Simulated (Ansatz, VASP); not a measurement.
Two plane-wave programs on RbLaSn

```xyz
3
Lattice="5.6805 0.0000 0.0000 -2.8402 4.9194 0.0000 0.0000 0.0000 4.5189" Properties=species:S:1:pos:R:3 pbc="T T T"
Rb    0.0000    0.0000    0.0000
La    0.0000    3.2796    2.2595
Sn    2.8402    1.6398    2.2595
```

Change from the starting cell: species swapped into the DyCuSi type (P-6m2, No. 187).

Alike in both runs: functional PBE; k mesh 6 × 6 × 4; occupations gaussian, width 0.1 eV; no spin polarisation.

Ansatz relaxed the structure, and its values are those at the end. VASP's run is a single point on that final structure, the one shown.

|  | VASP | Ansatz |
| --- | --- | --- |
| version | VASP 6.6.1 | Ansatz 0.2.0 |
| potentials or method | VASP PAW PBE potentials, release 64 (Rb_sv, La, Sn_d) | scalar-relativistic, plane waves, PAW |
| plane-wave cutoff (eV) | 520 | 420 |
| valence electrons in the cell | 34 | 34 |

|  | VASP | Ansatz | Ansatz less VASP |
| --- | --- | --- | --- |
| gap on the k mesh at the Fermi level (eV) | 0.11 | 0.11 | -0.001 |
| least direct gap on the mesh (eV) | 0.11 | 0.11 | -0.001 |
| pressure (GPa) | -0.1 | -0.1 | +0.03 |

Caveats: spin-orbit coupling is left out, which moves the levels of the heavy elements.
